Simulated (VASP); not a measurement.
# BiCl (Fm-3m) in VASP: further runs

One crystal, BiCl, is run at these levels: r2SCAN; tasks: single point, relaxation of cell and atoms.

All numbers are computed with VASP 6.6.1; they aren't measurements. Logs are shortened: lines on timing, memory, paths and dates and some standing lists are left out, and cuts for length are marked.

## (1) Starting point

The structure is cubic, space group Fm-3m (No. 225). The conventional cell has a = 6.243 Å, b = 6.243 Å, c = 6.243 Å, α = 90.00°, β = 90.00°, γ = 90.00°. Bi (site symmetry m-3m) is surrounded by 6 Cl at 3.12 Å. Cl (site symmetry m-3m) is surrounded by 6 Bi at 3.12 Å.

The cell was built by a generator and needn't be a form met in nature.

## (2) Single point, r2SCAN

Contents of POSCAR:

```
BiCl
1.0
    0.0000000000      3.1214552980      3.1214552980
    3.1214552980      0.0000000000      3.1214552980
    3.1214552980      3.1214552980      0.0000000000
Bi Cl
1 1
Direct
    0.0000000000      0.0000000000      0.0000000000
    0.5000000000      0.5000000000      0.5000000000
```

Contents of INCAR.step1:

```
ALGO = Normal
EDIFF = 1E-4
ENCUT = 520
GGA = PE
ISMEAR = -5
LASPH = T
LCHARG = F
LREAL = F
LWAVE = T
NBANDS = 18
NELM = 80
PREC = Accurate
SIGMA = 0.1
```

Contents of INCAR.step2:

```
ALGO = Normal
EDIFF = 1E-7
ENCUT = 520
ISIF = 2
ISMEAR = -5
ISTART = 1
LASPH = T
LCHARG = T
LELF = T
LMIXTAU = T
LREAL = F
LVHAR = T
LWAVE = F
METAGGA = R2SCAN
NBANDS = 18
NELM = 80
PREC = Accurate
SIGMA = 0.1
```

Contents of KPOINTS:

```
k-points
0
Gamma
  5 5 5
```

Potentials or basis: VASP PAW PBE potentials, release 64 (Bi_d, Cl).

Started as:

```sh
$ cat potpaw_PBE.64/Bi_d/POTCAR potpaw_PBE.64/Cl/POTCAR > POTCAR
$ cp INCAR.step1 INCAR
$ mpirun -np 1 vasp_std > vasp.out
$ cp INCAR.step2 INCAR
$ mpirun -np 1 vasp_std > vasp.out
```

OUTCAR:

```text
EDIFF = 1E-7
   ENCUT = 520
   ISIF = 2
   ISMEAR = -5
   ISTART = 1
   LASPH = T
   LREAL = F
   METAGGA = R2SCAN
   NELM = 80
   PREC = Accurate

 ion  position               nearest neighbor table
   1  0.000  0.000  0.000-   2 3.12   2 3.12   2 3.12   2 3.12   2 3.12   2 3.12
   2  0.500  0.500  0.500-   1 3.12   1 3.12   1 3.12   1 3.12   1 3.12   1 3.12

  LATTYP: Found a face centered cubic cell.
 ALAT       =     6.2429105960

  Lattice vectors:

 A1 = (   0.0000000000,   3.1214552980,   3.1214552980)
 A2 = (   3.1214552980,   0.0000000000,   3.1214552980)
 A3 = (   3.1214552980,   3.1214552980,   0.0000000000)

Analysis of symmetry for initial positions (statically):
=====================================================================
 Subroutine PRICEL returns:
 Original cell was already a primitive cell.

 Routine SETGRP: Setting up the symmetry group for a
 face centered cubic supercell.

 Subroutine GETGRP returns: Found 48 space group operations
 (whereof 48 operations were pure point group operations)
 out of a pool of 48 trial point group operations.

The static configuration has the point symmetry O_h .

Analysis of symmetry for dynamics (positions and initial velocities):
=====================================================================
 Subroutine PRICEL returns:
 Original cell was already a primitive cell.

 Routine SETGRP: Setting up the symmetry group for a
 face centered cubic supercell.

 Subroutine GETGRP returns: Found 48 space group operations
 (whereof 48 operations were pure point group operations)
 out of a pool of 48 trial point group operations.

The dynamic configuration has the point symmetry O_h .

 Subroutine INISYM returns: Found 48 space group operations
 (whereof 48 operations are pure point group operations),
 and found     1 'primitive' translations

----------------------------------------------------------------------------------------

                                     Primitive cell

  volume of cell :      60.8277

  direct lattice vectors                    reciprocal lattice vectors
     0.000000000  3.121455298  3.121455298    -0.160181695  0.160181695  0.160181695
     3.121455298  0.000000000  3.121455298     0.160181695 -0.160181695  0.160181695
     3.121455298  3.121455298  0.000000000     0.160181695  0.160181695 -0.160181695

  length of vectors
     4.414404417  4.414404417  4.414404417     0.277442834  0.277442834  0.277442834

  position of ions in fractional coordinates (direct lattice)
     0.000000000  0.000000000  0.000000000
     0.500000000  0.500000000  0.500000000

  ion indices of the primitive-cell ions
   primitive index   ion index
                 1           1
                 2           2

----------------------------------------------------------------------------------------

 KPOINTS: k-points

Automatic generation of k-mesh.
 Grid dimensions read from file:
 generate k-points for:    5    5    5

 Generating k-lattice:

  Cartesian coordinates                     Fractional coordinates (reciprocal lattice)
    -0.032036339  0.032036339  0.032036339     0.200000000  0.000000000  0.000000000
     0.032036339 -0.032036339  0.032036339     0.000000000  0.200000000  0.000000000
     0.032036339  0.032036339 -0.032036339     0.000000000  0.000000000  0.200000000

  Length of vectors
     0.055488567  0.055488567  0.055488567

  Shift w.r.t. Gamma in fractional coordinates (k-lattice)
     0.000000000  0.000000000  0.000000000

 TETIRR: Found     24 inequivalent tetrahedra from      750

 Subroutine IBZKPT returns following result:
 ===========================================

 Found     10 irreducible k-points:

 Following reciprocal coordinates:
            Coordinates               Weight
  0.000000  0.000000  0.000000      1.000000
  0.200000  0.000000  0.000000      8.000000
  0.400000  0.000000  0.000000      8.000000
  0.200000  0.200000  0.000000      6.000000
  0.400000  0.200000  0.000000     24.000000
 -0.400000  0.200000  0.000000     24.000000
 -0.200000  0.200000  0.000000     12.000000
  0.400000  0.400000  0.000000      6.000000
 -0.400000  0.400000  0.000000     12.000000
 -0.400000  0.400000  0.200000     24.000000
   k-points           NKPTS =     10   k-points in BZ     NKDIM =     10   number of bands    NBANDS=     18
   number of dos      NEDOS =    301   number of ions     NIONS =      2
   total plane-waves  NPLWV =  46656
   dimension x,y,z NGX =    36 NGY =   36 NGZ =   36
   dimension x,y,z NGXF=    72 NGYF=   72 NGZF=   72
   ions per type =               1   1
   NGX,Y,Z   is equivalent  to a cutoff of  13.56, 13.56, 13.56 a.u.
   NGXF,Y,Z  is equivalent  to a cutoff of  27.12, 27.12, 27.12 a.u.
 SYSTEM =  unknown system
   PREC   = accura    normal or accurate (medium, high low for compatibility)
   ISTART =      1    job   : 0-new  1-cont  2-samecut
   ICHARG =      0    charge: 1-file 2-atom 10-const
[... 59 lines left out ...]
 cond. band min:       5.3116868755   @ k =   0.4000   0.0000   0.0000
 fundamental gap:     -0.1427256257
 Fermi energy:         5.5170385308

 k-point     1 :       0.0000    0.0000    0.0000
  band No.  band energies     occupation
      1     -18.9639      2.00000
      2     -18.9639      2.00000
      3     -18.9639      2.00000
      4     -18.9576      2.00000
      5     -18.9576      2.00000
      6     -12.4250      2.00000
[... 10 lines left out ...]
     17      11.4703      0.00000
     18      13.3175      0.00000

 k-point     2 :       0.2000    0.0000    0.0000
  band No.  band energies     occupation
      1     -18.9629      2.00000
      2     -18.9625      2.00000
      3     -18.9625      2.00000
      4     -18.9571      2.00000
      5     -18.9571      2.00000
      6     -12.3051      2.00000
[... 10 lines left out ...]
     17      13.4932      0.00000
     18      14.7841      0.00000

 k-point     3 :       0.4000    0.0000    0.0000
  band No.  band energies     occupation
      1     -18.9643      2.00000
      2     -18.9643      2.00000
      3     -18.9614      2.00000
      4     -18.9521      2.00000
      5     -18.9521      2.00000
      6     -12.0930      2.00000
[... 10 lines left out ...]
     17      14.5875      0.00000
     18      16.5317      0.00000

 k-point     4 :       0.2000    0.2000    0.0000
  band No.  band energies     occupation
      1     -18.9656      2.00000
      2     -18.9630      2.00000
      3     -18.9588      2.00000
      4     -18.9588      2.00000
      5     -18.9554      2.00000
      6     -12.2668      2.00000
[... 10 lines left out ...]
     17      13.1382      0.00000
     18      13.7607      0.00000

 k-point     5 :       0.4000    0.2000    0.0000
  band No.  band energies     occupation
      1     -18.9680      2.00000
      2     -18.9637      2.00000
      3     -18.9587      2.00000
      4     -18.9550      2.00000
      5     -18.9512      2.00000
      6     -12.0873      2.00000
[... 10 lines left out ...]
     17      15.0909      0.00000
     18      15.5701      0.00000

 k-point     6 :      -0.4000    0.2000    0.0000
  band No.  band energies     occupation
      1     -18.9677      2.00000
      2     -18.9605      2.00000
      3     -18.9590      2.00000
      4     -18.9546      2.00000
      5     -18.9521      2.00000
      6     -12.0120      2.00000
[... 10 lines left out ...]
     17      15.4318      0.00000
     18      16.4087      0.00000

 k-point     7 :      -0.2000    0.2000    0.0000
  band No.  band energies     occupation
      1     -18.9636      2.00000
      2     -18.9614      2.00000
      3     -18.9602      2.00000
      4     -18.9585      2.00000
      5     -18.9537      2.00000
      6     -12.1539      2.00000
[... 10 lines left out ...]
     17      14.2877      0.00000
     18      15.2265      0.00000

 k-point     8 :       0.4000    0.4000    0.0000
  band No.  band energies     occupation
      1     -18.9768      2.00000
      2     -18.9685      2.00000
      3     -18.9518      2.00000
      4     -18.9504      2.00000
      5     -18.9504      2.00000
      6     -12.0014      2.00000
[... 10 lines left out ...]
     17      16.2174      0.00000
     18      16.6170      0.00000

 k-point     9 :      -0.4000    0.4000    0.0000
  band No.  band energies     occupation
      1     -18.9758      2.00000
      2     -18.9652      2.00000
      3     -18.9536      2.00000
      4     -18.9514      2.00000
      5     -18.9503      2.00000
      6     -11.9544      2.00000
[... 10 lines left out ...]
     17      15.4359      0.00000
     18      16.0716      0.00000

 k-point    10 :      -0.4000    0.4000    0.2000
  band No.  band energies     occupation
      1     -18.9713      2.00000
      2     -18.9619      2.00000
      3     -18.9579      2.00000
      4     -18.9539      2.00000
      5     -18.9505      2.00000
      6     -11.9770      2.00000
[... 10 lines left out ...]
     17      15.9230      0.00000
     18      16.1481      0.00000

------------------------ aborting loop because EDIFF is reached ----------------------------------------

  FORCE on cell =-STRESS in cart. coord.  units (eV):
  Direction    XX          YY          ZZ          XY          YZ          ZX
  --------------------------------------------------------------------------------------
  -------------------------------------------------------------------------------------
  Total       -0.0169805     -0.0169805     -0.0169805      0.0000000     -0.0000000      0.0000000
  in kB       -0.4472594     -0.4472594     -0.4472594      0.0000000     -0.0000000      0.0000000
  external PRESSURE =      -0.4472594 kB  Pullay stress =       0.0000000 kB

 VOLUME and BASIS-vectors are now :
 -----------------------------------------------------------------------------
  energy-cutoff  :      520.00
  volume of cell :       60.83
      direct lattice vectors                 reciprocal lattice vectors
     0.000000000  3.121455298  3.121455298    -0.160181695  0.160181695  0.160181695
     3.121455298  0.000000000  3.121455298     0.160181695 -0.160181695  0.160181695
     3.121455298  3.121455298  0.000000000     0.160181695  0.160181695 -0.160181695

 POSITION                                       TOTAL-FORCE (eV/Angst)
 -----------------------------------------------------------------------------------
      0.00000      0.00000      0.00000        -0.000000      0.000000      0.000000
      3.12146      3.12146      3.12146         0.000000     -0.000000     -0.000000
 -----------------------------------------------------------------------------------
    total drift:                                0.000000      0.000000      0.000000

  FREE ENERGIE OF THE ION-ELECTRON SYSTEM (eV)
  ---------------------------------------------------
  free  energy   TOTEN  =       -64.2026335489 eV

  energy  without entropy=      -64.2026335489  energy(sigma->0) =      -64.20263355
```

It took 32 s on 1 thread of Intel Xeon 6975P-C (Granite Rapids), shared host; peak memory 0.21 GiB.

What came out:

```yaml
Free_energy: -64.2026 eV
Pressure: 0.0 GPa
Band_gap_on_the_k_mesh: none (metal or under the smearing width)
```

Caveat: the PAW data sets were made with another functional, which shifts forces and pressure a little; spin-orbit coupling is left out, which moves the levels of the heavy elements; tetrahedron occupations give inexact forces and stress in metals.

## (3) Relaxation of cell and atoms, r2SCAN

This run uses another cell than the first one, of 29.63 Å³/atom, 0.974 times its volume.

Contents of POSCAR:

```
BiCl
1.0
    0.0000000000      3.0945600000      3.0945600000
    3.0945600000      0.0000000000      3.0945600000
    3.0945600000      3.0945600000      0.0000000000
Bi Cl
1 1
Direct
    0.0000000000      0.0000000000      0.0000000000
    0.5000000000      0.5000000000      0.5000000000
```

Contents of INCAR.step1:

```
SYSTEM = BiCl
PREC = Accurate
ENCUT = 600
ISMEAR = -5
SIGMA = 0.1
LREAL = .False.
LASPH = .True.
NELM = 80
GGA = PE
ALGO = Normal
EDIFF = 1E-4
LWAVE = .True.
LCHARG = .False.
```

Contents of INCAR.step2:

```
SYSTEM = BiCl
PREC = Accurate
ENCUT = 600
EDIFF = 1E-6
ISMEAR = -5
SIGMA = 0.1
LREAL = .False.
LASPH = .True.
NELM = 80
ALGO = Normal
ISIF = 3
LWAVE = .False.
LCHARG = .False.
METAGGA = R2SCAN
LMIXTAU = .True.
IBRION = 2
NSW = 60
EDIFFG = -0.1
ISTART = 1
```

Contents of KPOINTS:

```
regular mesh
0
Gamma
  5 5 5
  0 0 0
```

Potentials or basis: VASP PAW PBE potentials, release 64 (Bi_d, Cl).

Started as:

```sh
$ cat potpaw_PBE.64/Bi_d/POTCAR potpaw_PBE.64/Cl/POTCAR > POTCAR
$ cp INCAR.step1 INCAR
$ mpirun -np 1 vasp_std > vasp.out
$ cp INCAR.step2 INCAR
$ mpirun -np 1 vasp_std > vasp.out
```

Run time: 49 s. Hardware: 1 thread of Intel Xeon 6975P-C (Granite Rapids), shared host; peak memory 0.22 GiB.

The run converged. Its results:

```
Free energy                            : -64.2030 eV
Relaxed volume                         : 30.48 Å³/atom
Relaxed cell                           : a = 4.417 Å, b = 4.417 Å, c = 4.417 Å, α = 60.00°, β = 60.00°, γ = 60.00°
Space group after relaxing (to 0.05 Å) : Fm-3m (No. 225)
Energy gained by relaxing              : 0.9 meV/atom
Ionic steps                            : 2
Pressure after relaxing                : -0.1 GPa
Band gap on the k mesh                 : none (metal or under the smearing width)
```

Step by step:
| step | energy change (eV) | largest force (eV/Å) | pressure (GPa) | volume (Å³) |
| --- | --- | --- | --- | --- |
| 1 | 0.0000 | 0.0000 | 1.05 | 59.27 |
| 2 | -0.0017 | 0.0000 | -0.08 | 60.95 |

Final structure:
```
CELL_PARAMETERS angstrom
0.00000 3.12360 3.12360
3.12360 0.00000 3.12360
3.12360 3.12360 0.00000
ATOMIC_POSITIONS crystal
Bi 0.00000 0.00000 0.00000
Cl 0.50000 0.50000 0.50000
```

Levels at points of the mesh, in eV from the Fermi level:
| k point | band 9 | band 10 | band 11 | band 12 | band 13 | band 14 |
| --- | --- | --- | --- | --- | --- | --- |
| (0.00, 0.00, 0.00) | -5.22 | -5.22 | 1.54 | 1.54 | 1.54 | 5.79 |

Caveat: the PAW data sets were made with another functional, which shifts forces and pressure a little; spin-orbit coupling is left out, which moves the levels of the heavy elements; the relaxation stopped at a loose force limit of 0.1 eV/Å, so its end isn't a converged minimum; tetrahedron occupations give inexact forces and stress in metals.

## (4) Single point, r2SCAN

This run uses another cell than the first one, of 30.01 Å³/atom, 0.987 times its volume.

Contents of POSCAR:

```
BiCl
1.0
    0.0000000000      3.1075024321      3.1075024321
    3.1075024321      0.0000000000      3.1075024321
    3.1075024321      3.1075024321      0.0000000000
Bi Cl
1 1
Direct
    0.0000000000      0.0000000000      0.0000000000
    0.5000000000      0.5000000000      0.5000000000
```

Contents of INCAR.step1:

```
SYSTEM = BiCl
  PREC = Accurate
  ENCUT = 520
  ISMEAR = 1
  SIGMA = 0.005
  LREAL = .False.
  LASPH = .True.
  NELM = 80
  NBANDS = 18
  GGA = PE
  ALGO = Normal
  EDIFF = 1E-4
  LWAVE = .True.
  LCHARG = .False.
```

Contents of INCAR.step2:

```
SYSTEM = BiCl
  PREC = Accurate
  ENCUT = 520
  EDIFF = 1E-6
  ISMEAR = 1
  SIGMA = 0.005
  LREAL = .False.
  LASPH = .True.
  NELM = 80
  ALGO = Normal
  ISIF = 2
  LWAVE = .False.
  LCHARG = .False.
  METAGGA = R2SCAN
  LMIXTAU = .True.
  NBANDS = 18
  ISTART = 1
```

Contents of KPOINTS:

```
Automatic mesh
0
Gamma
  5 5 5
  0 0 0
```

Started as:

```sh
$ cat potpaw_PBE.64/Bi_d/POTCAR potpaw_PBE.64/Cl/POTCAR > POTCAR
$ cp INCAR.step1 INCAR
$ mpirun -np 1 vasp_std > vasp.out
$ cp INCAR.step2 INCAR
$ mpirun -np 1 vasp_std > vasp.out
```

It took 29 s on 1 thread of Intel Xeon 6975P-C (Granite Rapids), shared host; peak memory 0.21 GiB.

Results (log left out):

| Quantity | Value |
| --- | --- |
| Free energy | -64.2015 eV |
| Pressure | 0.0 GPa |
| Band gap on the k mesh | none (metal or under the smearing width) |

Levels at points of the mesh, in eV from the Fermi level:
```
           k point  band 7  band 8  band 9  band 10  band 11  band 12  band 13  band 14  band 15  band 16
(0.00, 0.00, 0.00)  -11.09   -5.27   -5.27    -5.27     1.67     1.67     1.67     5.83     5.83     5.83
```

Caveat: the PAW data sets were made with another functional, which shifts forces and pressure a little; spin-orbit coupling is left out, which moves the levels of the heavy elements.

## (5) Relaxation of cell and atoms, r2SCAN

This run uses another cell than the first one, of 29.63 Å³/atom, 0.974 times its volume.

Contents of POSCAR:

```
BiCl
1.0
    0.0000000000      3.0945600000      3.0945600000
    3.0945600000      0.0000000000      3.0945600000
    3.0945600000      3.0945600000      0.0000000000
Bi Cl
1 1
Direct
    0.0000000000      0.0000000000      0.0000000000
    0.5000000000      0.5000000000      0.5000000000
```

Contents of INCAR.step1:

```
  ALGO = Normal
  EDIFF = 1E-4
  ENCUT = 600
  GGA = PE
  ISMEAR = 1
  LASPH = True
  LCHARG = False
  LREAL = False
  LWAVE = True
  NELM = 60
  PREC = Accurate
  SIGMA = 0.005
```

Contents of INCAR.step2:

```
  ALGO = Normal
  EDIFF = 1E-6
  EDIFFG = -0.01
  ENCUT = 600
  IBRION = 2
  ISIF = 3
  ISMEAR = 1
  ISTART = 1
  LASPH = True
  LCHARG = False
  LMIXTAU = True
  LREAL = False
  LWAVE = False
  METAGGA = R2SCAN
  NELM = 60
  NSW = 60
  PREC = Accurate
  SIGMA = 0.005
```

Contents of KPOINTS:

```
k-points
0
Gamma
  5 5 5
```

Started as:

```sh
$ cat potpaw_PBE.64/Bi_d/POTCAR potpaw_PBE.64/Cl/POTCAR > POTCAR
$ cp INCAR.step1 INCAR
$ mpirun -np 1 vasp_std > vasp.out
$ cp INCAR.step2 INCAR
$ mpirun -np 1 vasp_std > vasp.out
```

Wall time 69 s (1 thread of Intel Xeon 6975P-C (Granite Rapids), shared host); peak memory 0.22 GiB.

The run converged. Its results:

| Item | Value |
| --- | --- |
| Free energy | -64.2022 eV |
| Relaxed volume | 30.02 Å³/atom |
| Relaxed cell | a = 4.395 Å, b = 4.395 Å, c = 4.395 Å, α = 60.00°, β = 60.00°, γ = 60.00° |
| Space group after relaxing (to 0.05 Å) | Fm-3m (No. 225) |
| Energy gained by relaxing | 0.6 meV/atom |
| Ionic steps | 3 |
| Pressure after relaxing | 0.0 GPa |
| Band gap on the k mesh | none (metal or under the smearing width) |

The path:
```tsv
step	energy change (eV)	largest force (eV/Å)	pressure (GPa)	volume (Å³)
1	0.0000	0.0000	0.53	59.27
2	-0.0013	0.0000	-0.06	60.12
3	-0.0013	0.0000	0.01	60.04
```

Final structure:
```xyz
2
Lattice="0.0000 3.1079 3.1079 3.1079 0.0000 3.1079 3.1079 3.1079 0.0000" Properties=species:S:1:pos:R:3 pbc="T T T"
Bi    0.0000    0.0000    0.0000
Cl    3.1079    3.1079    3.1079
```

Levels at points of the mesh, in eV from the Fermi level:
```
           k point  band 8  band 9  band 10  band 11  band 12  band 13  band 14  band 15
(0.00, 0.00, 0.00)   -5.27   -5.27    -5.27     1.67     1.67     1.67     5.83     5.83
```

Caveat: the PAW data sets were made with another functional, which shifts forces and pressure a little; spin-orbit coupling is left out, which moves the levels of the heavy elements.

## (6) Summary

| task | cell | cutoff (eV) | smearing | gap on the mesh (eV) | pressure (GPa) | relaxed volume (Å³/atom) |
| --- | --- | --- | --- | --- | --- | --- |
| single point | Fm-3m, 30.41 Å³/atom | 520 | tetrahedron | none | 0.0 | - |
| relaxation of cell and atoms | relaxed | 600 | tetrahedron | none | -0.1 | 30.48 |
| single point | Fm-3m, 30.01 Å³/atom | 520 | methfessel-paxton 0.005 eV | none | 0.0 | - |
| relaxation of cell and atoms | relaxed | 600 | methfessel-paxton 0.005 eV | none | 0.0 | 30.02 |

Alike in all rows: level r2SCAN; potentials or basis VASP PAW PBE potentials, release 64 (Bi_d, Cl); no spin polarisation; k mesh 5 × 5 × 5.

Caveats: the PAW data sets were made with another functional, which shifts forces and pressure a little; spin-orbit coupling is left out, which moves the levels of the heavy elements; tetrahedron occupations give inexact forces and stress in metals (some runs); the relaxation stopped at a loose force limit of 0.1 eV/Å, so its end isn't a converged minimum (some runs).

Absolute energies hang on the potentials; compare differences alone.
